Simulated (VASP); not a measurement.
Here is the system:

```yaml
crystal:
  lattice:
    - [2.94571, 0.00000, 0.00000]
    - [0.00000, 2.94571, 0.00000]
    - [0.00000, 0.00000, 2.94571]
  atoms:
    - { symbol: Rh, position: [0.00000, 0.00000, 0.00000] }
    - { symbol: Si, position: [0.50000, 0.50000, 0.50000] }
```

Calculation: PBEsol GGA, VASP's PBE PAW potentials (set 64) (plane waves; VASP). Numerical set-up: 400 eV cut-off, Gaussian smearing of 0.050 eV, potentials Rh_pv Si.

Problem. Give the energies of bands 5 to 12 at the high-symmetry points, in eV from the Fermi level.

Solution. 
```json
[
 {"band": "5", "Γ": "-5.43", "X": "-8.49", "M": "-4.95", "R": "-7.23"},
 {"band": "6", "Γ": "-5.43", "X": "-4.61", "M": "-4.59", "R": "-7.23"},
 {"band": "7", "Γ": "-1.97", "X": "-3.94", "M": "-4.59", "R": "-3.48"},
 {"band": "8", "Γ": "-1.97", "X": "-3.94", "M": "-3.25", "R": "-0.53"},
 {"band": "9", "Γ": "-1.97", "X": "-1.71", "M": "-3.25", "R": "-0.53"},
 {"band": "10", "Γ": "2.23", "X": "-0.09", "M": "-0.62", "R": "2.17"},
 {"band": "11", "Γ": "2.23", "X": "5.44", "M": "1.92", "R": "2.17"},
 {"band": "12", "Γ": "2.23", "X": "7.83", "M": "3.14", "R": "2.17"}
]
```

It has no gap at this level: it comes out as a metal or semimetal.

The structure was generated: RhSi was put into the CsCl type type (Pm-3m), which need not be its known phase. It was relaxed first, which changed the volume by -28 %. The electron count is odd and the run is not spin-polarised, which forces a metal.
